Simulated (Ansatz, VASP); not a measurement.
# TiTe2 in two plane-wave programs

Wanted: the spread between two codes on one cell, functional and k mesh. The cell is taken from a series of runs on this material, whose earlier steps may have relaxed, scaled, displaced or heated it; both programs get it as it stands.

Method: plane waves, with VASP 6.6.1 beside it; PBE, in Ansatz 0.2.0.

### 1. Starting point

The cell holds 3 atoms: 1 Ti and 2 Te. Cell: a = 3.823 Å, b = 3.767 Å, c = 31.000 Å, α = 90.0°, β = 90.0°, γ = 120.5°. Vacuum lies along c.

### 2. VASP: zone-centre phonons, PBE, pair 1

Second derivatives magnify differences that forces hide, and they need a tight electronic threshold.

Lines of VASP's logs that name or quote its potential files are left out, and so is its time.

INCAR reads:

```
SYSTEM = TiTe2
PREC = Accurate
ENCUT = 500
EDIFF = 1E-08
NELM = 120
ISMEAR = 0
SIGMA = 0.01
LREAL = .FALSE.
ALGO = Normal
GGA = PE
NBANDS = 18
LASPH = .TRUE.
LORBIT = 11
LWAVE = .FALSE.
LCHARG = .FALSE.
ISIF = 2
IBRION = 8
GGA_COMPAT = .FALSE.
EFERMI = MIDGAP
NELMDL = -8
KPAR = 2
```

POSCAR reads:

```
TiTe2
1.0
    3.8228259579      0.0000000000      0.0000000000
   -1.9114129789      3.2457494057      0.0000000000
    0.0000000000      0.0000000000     31.0000000000
Ti Te
1 2
Direct
    0.3319733468      0.6639466936      0.3225806452
    0.6673466599      0.3346933198      0.3798608619
    0.6673466599      0.3346933198      0.2653004285
```

KPOINTS reads:

```
Automatic mesh
0
Gamma
12 12 1
0 0 0
```

The projector-augmented-wave data sets are Ti_sv and Te (PBE family, release 64).

On the command line:

```
mpirun -np 2 vasp_std
```

Numbers of over 12 decimals in the logs are rounded to 6 here.

Log:

```text
[banner, memory and clock lines left out]
running    2 mpi-ranks, on    1 nodes
 distrk:  each k-point on    1 cores,    2 groups
 distr:  one band on    1 cores,    1 groups

 POSCAR found type information on POSCAR TiTe
 POSCAR found :  2 types and       3 ions
 LDA part: xc-table for (Slater+PW92), standard interpolation
 POSCAR, INCAR and KPOINTS ok, starting setup
 FFT: planning ... GRIDC
 FFT: planning ... GRID_SOFT
 FFT: planning ... GRID
 WAVECAR not read
 entering main loop
       N       E                     dE             d eps       ncg     rms          rms(c)
DAV:   1     0.145797267625E+03    0.14580E+03   -0.98470E+03  1892   0.930E+02
DAV:   2     0.891489061640E+00   -0.14491E+03   -0.14214E+03  2112   0.218E+02
DAV:   3    -0.171593351150E+02   -0.18051E+02   -0.17962E+02  2884   0.707E+01
DAV:   4    -0.182303810394E+02   -0.10710E+01   -0.10661E+01  2166   0.165E+01
DAV:   5    -0.183262181750E+02   -0.95837E-01   -0.95754E-01  2412   0.400E+00
DAV:   6    -0.183273318535E+02   -0.11137E-02   -0.11136E-02  2122   0.529E-01
DAV:   7    -0.183273717738E+02   -0.39920E-04   -0.39919E-04  2376   0.874E-02
DAV:   8    -0.183273721007E+02   -0.32687E-06   -0.32676E-06  2150   0.902E-03    0.118E+01
DAV:   9    -0.190653902468E+02   -0.73802E+00   -0.46039E+01  1870   0.402E+01    0.181E+01
DAV:  10    -0.164839230130E+02    0.25815E+01   -0.53970E+01  2052   0.404E+01    0.682E+00
DAV:  11    -0.160163844761E+02    0.46754E+00   -0.14791E+00  1748   0.818E+00    0.335E+00
DAV:  12    -0.158914278309E+02    0.12496E+00   -0.14165E+00  2240   0.777E+00    0.184E+00
DAV:  13    -0.158881419774E+02    0.32859E-02   -0.40562E-01  1700   0.497E+00    0.113E+00
DAV:  14    -0.158733059714E+02    0.14836E-01   -0.94729E-02  1642   0.235E+00    0.283E-01
[...]
DAV:  26    -0.158732234590E+02   -0.21426E-05   -0.14620E-07  1774   0.226E-03    0.335E-04
DAV:  27    -0.158732247117E+02   -0.12527E-05   -0.11023E-08  1502   0.559E-04    0.249E-04
DAV:  28    -0.158732253895E+02   -0.67779E-06   -0.19662E-08  1408   0.706E-04    0.501E-04
DAV:  29    -0.158732259225E+02   -0.53302E-06   -0.52657E-09  1268   0.314E-04    0.167E-04
DAV:  30    -0.158732260322E+02   -0.10966E-06   -0.19354E-10  1306   0.185E-04    0.924E-05
DAV:  31    -0.158732261099E+02   -0.77725E-07   -0.45832E-10  1216   0.198E-04    0.231E-05
DAV:  32    -0.158732261215E+02   -0.11619E-07    0.78961E-10   922   0.631E-05    0.254E-05
DAV:  33    -0.158732261264E+02   -0.49149E-08    0.86277E-10   858   0.344E-05
   1 F= -.15873226E+02 E0= -.15873226E+02  d E =-.478304E-46
 Linear response reoptimize wavefunctions to high precision
DAV:   1    -0.158732261314E+02   -0.49872E-08    0.86139E-10  1146   0.282E-05
DAV:   2    -0.158732261315E+02   -0.49113E-10    0.88591E-10   904   0.994E-06
 Linear response DOF=           6
 Linear response progress:
  Degree of freedom:   1/  6
       N       E                     dE             d eps       ncg     rms          rms(c)
RMM:   1    -0.740676793389E+00   -0.74068E+00    0.93933E+00  2704   0.132E+02
RMM:   2    -0.703715489805E+00    0.36961E-01   -0.35746E-01  4406   0.464E+00    0.203E-01
RMM:   3    -0.700984647979E+00    0.27308E-02   -0.22256E-02  4968   0.964E-01    0.107E-01
RMM:   4    -0.701393619035E+00   -0.40897E-03   -0.16380E-02  5639   0.472E-01    0.401E-02
RMM:   5    -0.702933374922E+00   -0.15398E-02   -0.83996E-04  5682   0.151E-01    0.156E-02
RMM:   6    -0.703371532744E+00   -0.43816E-03   -0.25123E-04  5800   0.654E-02    0.681E-03
RMM:   7    -0.703351599549E+00    0.19933E-04   -0.38953E-05  5839   0.293E-02    0.307E-03
RMM:   8    -0.703319370197E+00    0.32229E-04   -0.12290E-05  6109   0.144E-02    0.139E-03
RMM:   9    -0.703364264413E+00   -0.44894E-04   -0.39096E-06  6276   0.631E-03    0.233E-04
RMM:  10    -0.703359128079E+00    0.51363E-05   -0.18028E-06  6375   0.318E-03    0.179E-04
RMM:  11    -0.703366242745E+00   -0.71147E-05   -0.11562E-06  6154   0.192E-03    0.401E-05
[...]
RMM:  22    -0.703367699476E+00   -0.59404E-08   -0.26770E-07  4448   0.130E-04    0.651E-06
 first order change of Fermi-energy   0.11591E-03
 force on displaced ion       1 direction 1 :  -5.663  -0.014   0.000
 Linear response progress:
  Degree of freedom:   2/  6
       N       E                     dE             d eps       ncg     rms          rms(c)
RMM:   1    -0.737315332910E+00   -0.73732E+00    0.94956E+00  1567   0.132E+02
RMM:   2    -0.701423748417E+00    0.35892E-01   -0.35720E-01  2565   0.466E+00    0.205E-01
RMM:   3    -0.698824030268E+00    0.25997E-02   -0.21383E-02  2900   0.945E-01    0.109E-01
RMM:   4    -0.699189125285E+00   -0.36510E-03   -0.16311E-02  3251   0.472E-01    0.402E-02
RMM:   5    -0.700497713079E+00   -0.13086E-02   -0.90067E-04  3285   0.152E-01    0.247E-02
RMM:   6    -0.701065263546E+00   -0.56755E-03   -0.25770E-04  3125   0.780E-02    0.204E-02
RMM:   7    -0.701257187019E+00   -0.19192E-03   -0.41942E-05  3106   0.403E-02    0.323E-03
RMM:   8    -0.701150982890E+00    0.10620E-03   -0.12224E-05  3644   0.175E-02    0.132E-03
RMM:   9    -0.701181438303E+00   -0.30455E-04   -0.29860E-06  3667   0.752E-03    0.427E-04
RMM:  10    -0.701179778168E+00    0.16601E-05   -0.83929E-07  3815   0.360E-03    0.354E-04
[...]
RMM:  10    -0.736875402303E+00   -0.24724E-04   -0.18131E-05  3448   0.595E-03    0.446E-04
RMM:  11    -0.736877985210E+00   -0.25829E-05   -0.15333E-05  3590   0.428E-03    0.177E-04
RMM:  12    -0.736878371289E+00   -0.38608E-06   -0.12193E-05  3389   0.336E-03    0.108E-04
RMM:  13    -0.736875306467E+00    0.30648E-05   -0.93979E-06  3390   0.282E-03    0.113E-04
RMM:  14    -0.736876921272E+00   -0.16148E-05   -0.78232E-06  3200   0.252E-03    0.410E-05
[...]
RMM:  18    -0.736878164126E+00    0.38627E-07   -0.32246E-06  3500   0.133E-03    0.247E-04
RMM:  19    -0.736878004479E+00    0.15965E-06   -0.26545E-06  3248   0.116E-03    0.310E-04
RMM:  20    -0.736878005335E+00   -0.85661E-09   -0.22270E-06  3335   0.100E-03    0.355E-04
RMM:  21    -0.736878005671E+00   -0.33602E-09   -0.19327E-06  3698   0.951E-04    0.428E-04
RMM:  22    -0.736878098402E+00   -0.92730E-07   -0.17327E-06  3450   0.826E-04    0.484E-04
RMM:  23    -0.736878111493E+00   -0.13091E-07   -0.15497E-06  3051   0.712E-04    0.502E-04
RMM:  24    -0.736878127295E+00   -0.15802E-07   -0.13602E-06  3603   0.629E-04    0.524E-04
RMM:  25    -0.736878092231E+00    0.35063E-07   -0.12678E-06  3116   0.569E-04    0.541E-04
 first order change of Fermi-energy   0.35604E-03
 force on displaced ion       1 direction 3 :  -0.000  -0.015  -9.198
 Linear response progress:
  Degree of freedom:   4/  6
       N       E                     dE             d eps       ncg     rms          rms(c)
RMM:   1    -0.427060933583E-01   -0.42706E-01    0.17466E-02  6444   0.102E+00
RMM:   2    -0.417059320782E-01    0.10002E-02   -0.36884E-03  5456   0.323E-01    0.776E-02
RMM:   3    -0.419354476329E-01   -0.22952E-03   -0.76026E-04  6228   0.122E-01    0.438E-02
RMM:   4    -0.420239957892E-01   -0.88548E-04   -0.14278E-04  6664   0.494E-02    0.332E-02
RMM:   5    -0.422029022788E-01   -0.17891E-03   -0.47924E-05  5796   0.366E-02    0.393E-03
RMM:   6    -0.422013763665E-01    0.15259E-05   -0.12578E-05  6817   0.145E-02    0.353E-03
RMM:   7    -0.421969973415E-01    0.43790E-05   -0.34802E-06  6675   0.690E-03    0.139E-03
RMM:   8    -0.421969774174E-01    0.19924E-07    0.35049E-07  6556   0.369E-03    0.510E-04
RMM:   9    -0.421981593281E-01   -0.11819E-05   -0.41627E-07  7061   0.180E-03    0.274E-04
RMM:  10    -0.421983289219E-01   -0.16959E-06    0.83379E-08  7169   0.890E-04    0.131E-04
RMM:  11    -0.421983504529E-01   -0.21531E-07   -0.40126E-07  7192   0.458E-04    0.502E-05
RMM:  12    -0.421983627954E-01   -0.12343E-07   -0.39801E-08  7222   0.249E-04    0.211E-05
RMM:  13    -0.421983748572E-01   -0.12062E-07   -0.18348E-07  7220   0.135E-04    0.101E-05
RMM:  14    -0.421983745523E-01    0.30492E-09   -0.51654E-08  7145   0.783E-05    0.302E-06
 first order change of Fermi-energy  -0.66160E-04
 force on displaced ion       2 direction 1 :  -2.148   0.017  -0.002
 Linear response progress:
  Degree of freedom:   5/  6
       N       E                     dE             d eps       ncg     rms          rms(c)
RMM:   1    -0.422650371586E-01   -0.42265E-01    0.16016E-02  3725   0.102E+00
RMM:   2    -0.413094051761E-01    0.95563E-03   -0.37095E-03  3186   0.319E-01    0.762E-02
RMM:   3    -0.415336895881E-01   -0.22428E-03   -0.75716E-04  3566   0.120E-01    0.425E-02
RMM:   4    -0.416235100870E-01   -0.89820E-04   -0.13413E-04  3924   0.500E-02    0.329E-02
RMM:   5    -0.417926106964E-01   -0.16910E-03   -0.31289E-05  3282   0.342E-02    0.602E-03
RMM:   6    -0.418044535504E-01   -0.11843E-04   -0.11544E-05  3537   0.190E-02    0.649E-03
RMM:   7    -0.418037487560E-01    0.70479E-06   -0.20647E-06  3604   0.996E-03    0.361E-03
RMM:   8    -0.417999122278E-01    0.38365E-05   -0.34027E-07  3957   0.507E-03    0.774E-04
RMM:   9    -0.417990563356E-01    0.85589E-06   -0.21663E-06  4013   0.211E-03    0.334E-04
RMM:  10    -0.417993993513E-01   -0.34302E-06    0.22597E-07  4175   0.102E-03    0.179E-04
RMM:  11    -0.417996899105E-01   -0.29056E-06    0.52692E-07  4158   0.514E-04    0.812E-05
RMM:  12    -0.417998539145E-01   -0.16400E-06    0.55224E-07  4169   0.287E-04    0.255E-05
RMM:  13    -0.417998547069E-01   -0.79233E-09    0.24882E-07  4151   0.155E-04    0.110E-05
RMM:  14    -0.417998697984E-01   -0.15092E-07    0.64933E-08  4213   0.867E-05    0.748E-06
RMM:  15    -0.417998831051E-01   -0.13307E-07    0.49032E-08  4042   0.497E-05    0.313E-06
RMM:  16    -0.417998785301E-01    0.45750E-08    0.25395E-08  4095   0.280E-05    0.218E-06
 first order change of Fermi-energy   0.45571E+00
 force on displaced ion       2 direction 2 :  -0.000  -1.946  -0.115
 Linear response progress:
  Degree of freedom:   6/  6
       N       E                     dE             d eps       ncg     rms          rms(c)
RMM:   1    -0.810279123834E-01   -0.81028E-01    0.36134E-02  3655   0.117E+00
RMM:   2    -0.798526184604E-01    0.11753E-02   -0.46110E-03  3369   0.327E-01    0.112E-01
RMM:   3    -0.800382481320E-01   -0.18563E-03   -0.98035E-04  2974   0.229E-01    0.130E-01
RMM:   4    -0.798312844947E-01    0.20696E-03   -0.41623E-04  2979   0.167E-01    0.484E-02
RMM:   5    -0.798509339142E-01   -0.19649E-04   -0.13558E-04  3716   0.614E-02    0.338E-02
RMM:   6    -0.798831578190E-01   -0.32224E-04   -0.32627E-05  3594   0.351E-02    0.129E-02
RMM:   7    -0.798866927975E-01   -0.35350E-05   -0.11461E-05  3870   0.171E-02    0.538E-03
RMM:   8    -0.798861513333E-01    0.54146E-06   -0.39050E-06  3775   0.877E-03    0.257E-03
RMM:   9    -0.798875703267E-01   -0.14190E-05   -0.23704E-06  3907   0.460E-03    0.629E-04
RMM:  10    -0.798883510468E-01   -0.78072E-06   -0.29408E-06  4008   0.205E-03    0.510E-04
RMM:  11    -0.798898683932E-01   -0.15173E-05    0.22007E-07  3735   0.119E-03    0.256E-04
RMM:  12    -0.798901266628E-01   -0.25827E-06   -0.32518E-07  3795   0.650E-04    0.116E-04
RMM:  13    -0.798908826150E-01   -0.75595E-06   -0.75484E-07  3650   0.457E-04    0.921E-05
RMM:  14    -0.798911253578E-01   -0.24274E-06   -0.73539E-07  3736   0.257E-04    0.679E-05
RMM:  15    -0.798914334050E-01   -0.30805E-06   -0.32869E-07  3600   0.188E-04    0.276E-05
RMM:  16    -0.798914630065E-01   -0.29602E-07   -0.15947E-07  3846   0.116E-04    0.162E-05
RMM:  17    -0.798914706878E-01   -0.76813E-08   -0.77091E-09  3972   0.646E-05    0.899E-06
 first order change of Fermi-energy   0.72248E+00
 force on displaced ion       2 direction 3 :  -0.000  -0.083  -7.366
 Linear response finished
```

From OUTCAR (step 2):

```text
ion  position               nearest neighbor table
   1  0.332  0.664  0.323-   2 2.81   3 2.81   2 2.82   3 2.82   2 2.82   3 2.82
   2  0.667  0.335  0.380-   1 2.81   1 2.82   1 2.82   3 3.55
   3  0.667  0.335  0.265-   1 2.81   1 2.82   1 2.82   2 3.55

  LATTYP: Found a base centered orthorhombic cell.
 ALAT       =     3.8228259579
 B/A-ratio  =     1.6980890270
 C/A-ratio  =     8.1091842374

 Subroutine GETGRP returns: Found  4 space group operations
 (whereof  2 operations were pure point group operations)

The static configuration has the point symmetry C_1h.
 The point group associated with its full space group is C_2v.

 Found     43 irreducible k-points:

   k-points           NKPTS =     43   k-points in BZ     NKDIM =     43   number of bands    NBANDS=     18

   dimension x,y,z NGX =    28 NGY =   28 NGZ =  240
   dimension x,y,z NGXF=    56 NGYF=   56 NGZF=  480

   ENCUT  =  500.0 eV  36.75 Ry    6.06 a.u.   6.97  6.87 56.52*2*pi/ulx,y,z

   NELECT =      24.0000    total number of electrons

 k-points in reciprocal lattice and weights: Automatic mesh
   0.00000000  0.00000000  0.00000000       0.007
   0.08333333 -0.00000000  0.00000000       0.028
   0.16666667  0.00000000  0.00000000       0.028
   0.25000000  0.00000000  0.00000000       0.028
   0.33333333  0.00000000  0.00000000       0.028
   0.41666667  0.00000000  0.00000000       0.028
   0.50000000  0.00000000  0.00000000       0.014
   0.00000000  0.08333333  0.00000000       0.014
   0.08333333  0.08333333  0.00000000       0.028
[...]
0.16666667  0.41666667  0.00000000       0.014
   0.00000000  0.50000000  0.00000000       0.007

 average (electrostatic) potential at core
       1 -84.1327       2 -96.4983       3 -96.4983

  Total       -0.8244387     -0.2901293      0.0396663     -0.0000000      0.0000000      0.0000000
  in kB       -3.4340591     -1.2084841      0.1652234     -0.0000000      0.0000000      0.0000000
  external PRESSURE =      -1.4924399 kB  Pullay stress =       0.0000000 kB

  energy-cutoff  :      500.00
  volume of cell :      384.65
      direct lattice vectors                 reciprocal lattice vectors
     3.822825958  0.000000000  0.000000000     0.261586588  0.154047629  0.000000000
    -1.911412979  3.245749406  0.000000000     0.000000000  0.308095258  0.000000000
     0.000000000  0.000000000 31.000000000     0.000000000  0.000000000  0.032258065

 POSITION                                       TOTAL-FORCE (eV/Angst)
 -----------------------------------------------------------------------------------
      0.00000      2.15500     10.00000        -0.000000     -0.000999      0.000000
      1.91141      1.08633     11.77569         0.000000      0.000500      0.014853
      1.91141      1.08633      8.22431         0.000000      0.000500     -0.014853
 -----------------------------------------------------------------------------------
    total drift:                                0.000001      0.000169     -0.000019

 Eigenvectors and eigenvalues of the dynamical matrix
 ----------------------------------------------------

   1 f  =    7.469613 THz    46.932962 2PiTHz  249.159467 cm-1    30.891823 meV
             X         Y         Z           dx          dy          dz
      0.000000  2.155005 10.000000    -0.000000    0.000000    0.917303
      1.911413  1.086331 11.775687    -0.000000   -0.006421   -0.281489
      1.911413  1.086331  8.224313     0.000000    0.006421   -0.281489

   2 f  =    5.856667 THz    36.798526 2PiTHz  195.357395 cm-1    24.221219 meV
             X         Y         Z           dx          dy          dz
      0.000000  2.155005 10.000000     0.918004    0.000000    0.000000
      1.911413  1.086331 11.775687    -0.280418   -0.000000   -0.000000
      1.911413  1.086331  8.224313    -0.280418   -0.000000    0.000000

   3 f  =    5.603458 THz    35.207567 2PiTHz  186.911253 cm-1    23.174031 meV
             X         Y         Z           dx          dy          dz
      0.000000  2.155005 10.000000    -0.000000    0.916979   -0.000000
      1.911413  1.086331 11.775687     0.000000   -0.280792   -0.027030
      1.911413  1.086331  8.224313     0.000000   -0.280792    0.027030

   4 f  =    4.399860 THz    27.645137 2PiTHz  146.763541 cm-1    18.196352 meV
             X         Y         Z           dx          dy          dz
      0.000000  2.155005 10.000000     0.000000   -0.035167    0.000000
      1.911413  1.086331 11.775687    -0.000000    0.010595   -0.706590
      1.911413  1.086331  8.224313    -0.000000    0.010595    0.706590

   5 f  =    1.683991 THz    10.580828 2PiTHz   56.171896 cm-1     6.964424 meV
             X         Y         Z           dx          dy          dz
      0.000000  2.155005 10.000000     0.000000   -0.000000   -0.000000
      1.911413  1.086331 11.775687    -0.707107   -0.000000    0.000000
      1.911413  1.086331  8.224313     0.707107    0.000000    0.000000

   6 f  =    1.578914 THz     9.920612 2PiTHz   52.666917 cm-1     6.529863 meV
             X         Y         Z           dx          dy          dz
      0.000000  2.155005 10.000000     0.000000    0.000000    0.008476
      1.911413  1.086331 11.775687    -0.000000    0.707078   -0.002318
      1.911413  1.086331  8.224313     0.000000   -0.707078   -0.002318

   7 f/i=    0.001103 THz     0.006929 2PiTHz    0.036783 cm-1     0.004561 meV
             X         Y         Z           dx          dy          dz
      0.000000  2.155005 10.000000     0.000000   -0.397382    0.000000
      1.911413  1.086331 11.775687     0.000000   -0.648879    0.000159
      1.911413  1.086331  8.224313     0.000000   -0.648879   -0.000159

   8 f/i=    0.005226 THz     0.032836 2PiTHz    0.174320 cm-1     0.021613 meV
             X         Y         Z           dx          dy          dz
      0.000000  2.155005 10.000000     0.000000   -0.000000   -0.398100
      1.911413  1.086331 11.775687     0.000000    0.000260   -0.648659
      1.911413  1.086331  8.224313     0.000000   -0.000260   -0.648659

   9 f/i=    0.005705 THz     0.035845 2PiTHz    0.190295 cm-1     0.023594 meV
             X         Y         Z           dx          dy          dz
      0.000000  2.155005 10.000000     0.396571    0.000000    0.000000
      1.911413  1.086331 11.775687     0.649127    0.000000    0.000000
      1.911413  1.086331  8.224313     0.649127    0.000000    0.000000

 ELASTIC MODULI CONTR FROM IONIC RELAXATION (kBar)
 Direction    XX          YY          ZZ          XY          YZ          ZX
 --------------------------------------------------------------------------------
 XX         -31.9919    -12.5263    -77.7469     -0.0000     -0.0000     -0.0000
 YY         -12.5263    -36.2691    -79.2005     -0.0000     -0.0000      0.0000
 ZZ         -77.7469    -79.2005   -264.7416     -0.0000     -0.0000     -0.0000
 XY          -0.0000     -0.0000     -0.0000     -9.8233     -0.0000      0.0000
 YZ          -0.0000     -0.0000     -0.0000     -0.0000    -34.8021     -0.0000
 ZX          -0.0000      0.0000     -0.0000      0.0000     -0.0000    -29.6321
 --------------------------------------------------------------------------------
```

[end of part 1 of 2]

[Lines on the potential files, build, host, timing and source positions are cut from VASP's logs without a mark.]

[Logs are printed without paths, hosts, clocks, repeated set-up lines and the standing remarks that a program may print on its own settings, such as how far it seeks lower states.]

[Hosts, paths, dates, database ids (printed as entryN), source tags and the programs' standing remarks are cut or masked in the printed files.]
